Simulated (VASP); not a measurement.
Given:

```
CELL_PARAMETERS angstrom
      3.78068     0.00000     0.00000
      0.00000     3.78068     0.00000
      0.00000     0.00000     3.78068
ATOMIC_POSITIONS crystal
  Cu 0.00000 0.50000 0.50000
  Cu 0.50000 0.00000 0.50000
  Cu 0.50000 0.50000 0.00000
  Au 0.00000 0.00000 0.00000
```

Method: PBE GGA, VASP's PBE PAW potentials (set 64) (plane waves; VASP). Settings: 520 eV cut-off, Gaussian smearing of 0.050 eV, potentials Cu Au.

Question: Give the energies of bands 11 to 24 at the high-symmetry points, in eV from the Fermi level.

Answer: 
```json
[
 {"band": "11", "Γ": "-2.27", "X": "-3.27", "M": "-3.27", "R": "-2.87"},
 {"band": "12", "Γ": "-2.27", "X": "-2.58", "M": "-3.10", "R": "-2.87"},
 {"band": "13", "Γ": "-1.69", "X": "-2.47", "M": "-3.10", "R": "-1.67"},
 {"band": "14", "Γ": "-1.67", "X": "-2.47", "M": "-2.43", "R": "-1.67"},
 {"band": "15", "Γ": "-1.67", "X": "-2.31", "M": "-2.43", "R": "-1.67"},
 {"band": "16", "Γ": "-1.55", "X": "-2.31", "M": "-2.43", "R": "-1.67"},
 {"band": "17", "Γ": "-1.55", "X": "-2.29", "M": "-2.31", "R": "-1.67"},
 {"band": "18", "Γ": "-1.55", "X": "-2.22", "M": "-2.31", "R": "-1.64"},
 {"band": "19", "Γ": "-1.44", "X": "-2.01", "M": "-2.21", "R": "-1.64"},
 {"band": "20", "Γ": "-1.44", "X": "-1.93", "M": "-2.14", "R": "-1.64"},
 {"band": "21", "Γ": "-1.44", "X": "-1.55", "M": "-0.56", "R": "-1.03"},
 {"band": "22", "Γ": "1.26", "X": "-1.44", "M": "-0.56", "R": "-1.00"},
 {"band": "23", "Γ": "1.26", "X": "5.67", "M": "-0.49", "R": "-1.00"},
 {"band": "24", "Γ": "1.26", "X": "5.67", "M": "0.24", "R": "-1.00"}
]
```

It has no gap at this level: it comes out as a metal or semimetal.

The compound is Cu3Au in the L1_2 structure. It was relaxed first.
